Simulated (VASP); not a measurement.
Method: PBEsol GGA, VASP's PBE PAW potentials (set 64) (plane waves; VASP).

Input for VASP

INCAR:
```
# general
SYSTEM =Ga
PREC   =Accurate
ENCUT  =500
LREAL  =.FALSE.   # projection in real space or not
LASPH  =.TRUE.   # aspherical one-centre terms

# electronic loop
EDIFF  =1E-6   # SCF stop (eV)
NELM   =100   # most electronic steps
ALGO   =Normal
LMAXMIX=4   # l cut-off of mixed one-centre charges

# smearing
ISMEAR =1   # Methfessel-Paxton
SIGMA  =0.1

# functional
GGA    =PS   # PBEsol

# ions
IBRION =2
NSW    =40   # most ionic steps
ISIF   =3
EDIFFG =-0.02   # ionic stop
PSTRESS=200

# output
LWAVE  =.FALSE.
LCHARG =.FALSE.
```

File POSCAR:
```
Ga
1
    2.0777938844    -3.5835769262    -0.0000000000
    2.0777938844     3.5835769262     0.0000000000
    0.0000000000    -0.0000000000     4.1958952190
Ga
4
Direct
  0.1542401757   0.8457598243   0.9165182057
  0.3457598243   0.6542401757   0.4165182057
  0.6542401757   0.3457598243   0.5834817943
  0.8457598243   0.1542401757   0.0834817943
```

File KPOINTS:
```
Automatic mesh
0
Gamma
9 9 7
0 0 0
```

POTCAR, in this order: Ga_d (PBE.64 set). Program: vasp_std.

Task: What will the output report for the number of irreducible k-points (NKPTS), largest plane-wave count, number of space-group operations, FFT grid (NGX, NGY, NGZ)?

Result: 
- number of irreducible k-points (NKPTS) = 100
- largest plane-wave count = 1604
- number of space-group operations = 8
- FFT grid (NGX, NGY, NGZ) = 30 × 30 × 32

The compound is Ga in the alpha structure. It was relaxed first under an external pressure of 20 GPa.
